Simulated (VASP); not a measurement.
A convergence study with VASP on MnF2 (rutile): one setting is varied, all else stays as given below, so the limit is that of these other settings.

```
MnF2
1.0
    4.87000     0.00000     0.00000
    0.00000     4.87000     0.00000
    0.00000     0.00000     3.31000
Mn F
2 4
Direct
  0.00000   0.00000   0.00000
  0.50000   0.50000   0.50000
  0.30500   0.30500   0.00000
  0.80500   0.19500   0.50000
  0.19500   0.80500   0.50000
  0.69500   0.69500   0.00000
```
Starting moments (μB, in the order of the record's atoms Mn Mn F F F F): 5.0 -5.0 0.0 0.0 0.0 0.0.

All values below come from PBE GGA, VASP's PBE PAW potentials (set 64) (plane waves; VASP). The tightest run used: 700 eV cut-off, 10×10×16 Γ-centred mesh, Gaussian smearing of 0.050 eV, potentials Mn_pv F.

Task: The settings run are 1×1×1 mesh; 1×1×2 mesh; 2×2×3 mesh; 2×2×4 mesh; 3×3×5 mesh; 4×4×6 mesh; 4×4×7 mesh; 5×5×8 mesh; 6×6×9 mesh; 6×6×10 mesh; 7×7×11 mesh; 8×8×12 mesh; 8×8×13 mesh; 9×9×14 mesh; 9×9×15 mesh; 10×10×16 mesh. From which on does the stress (every component) stay within 0.2 GPa of the tightest run?

Result: From 2×2×3 mesh on: it is off by 0.11 there and by no more than 0.2 in any finer run, while 1×1×2 mesh is off by 0.59.
| setting | E (eV/atom) | pressure (GPa) | largest force (eV/Å) | irreducible k-points | difference judged (GPa) |
|---|---|---|---|---|---|
| 1×1×1 mesh | -6.2226 | 4.38 | 0.104 | 1 | 6.37 |
| 1×1×2 mesh | -6.5388 | 2.34 | 0.043 | 2 | 0.59 |
| 2×2×3 mesh | -6.5703 | 2.68 | 0.096 | 6 | 0.11 |
| 2×2×4 mesh | -6.5710 | 2.66 | 0.091 | 9 | 0.03 |
| 3×3×5 mesh | -6.5722 | 2.63 | 0.093 | 9 | 0.00 |
| 4×4×6 mesh | -6.5722 | 2.63 | 0.093 | 24 | 0.00 |
| 4×4×7 mesh | -6.5722 | 2.63 | 0.093 | 24 | 0.00 |
| 5×5×8 mesh | -6.5722 | 2.63 | 0.093 | 30 | 0.00 |
| 6×6×9 mesh | -6.5722 | 2.63 | 0.093 | 50 | 0.00 |
| 6×6×10 mesh | -6.5722 | 2.63 | 0.093 | 60 | 0.00 |
| 7×7×11 mesh | -6.5722 | 2.63 | 0.093 | 60 | 0.00 |
| 8×8×12 mesh | -6.5722 | 2.63 | 0.093 | 105 | 0.00 |
| 8×8×13 mesh | -6.5722 | 2.63 | 0.093 | 105 | 0.00 |
| 9×9×14 mesh | -6.5722 | 2.63 | 0.093 | 120 | 0.00 |
| 9×9×15 mesh | -6.5722 | 2.63 | 0.093 | 120 | 0.00 |
| 10×10×16 mesh | -6.5722 | 2.63 | 0.093 | 189 | 0.00 |

Left out are rungs that failed or repeat a setting and relaxations that didn't move; long series are thinned to 24 rows.

The compound is MnF2 in the rutile structure. The cell was not relaxed at this level, forces remain on its atoms. The spin order is the one that the start imposed; others were not tried in this run.
